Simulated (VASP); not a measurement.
Here is the system:

```
PbTe
1.0
    0.00000     3.28187     3.28187
    3.28187     0.00000     3.28187
    3.28187     3.28187     0.00000
Te Pb
1 1
Direct
  0.50000   0.50000   0.50000
  0.00000   0.00000   0.00000
```

Level of theory: PBE GGA, VASP's PBE PAW potentials (set 64) (plane waves; VASP 6.6.1). Numerical set-up: 500 eV cut-off, 7×7×7 Γ-centred mesh, Gaussian smearing of 0.050 eV, potentials Te Pb_d.

Estimate the energy per atom (σ→0).

```
Item                            Value
---------------------  --------------
energy per atom (σ→0)  -3.762 eV/atom
```

The absolute energy has meaning only against runs of the same code, potentials and settings.

The compound is PbTe in the rock salt structure. It was relaxed first.
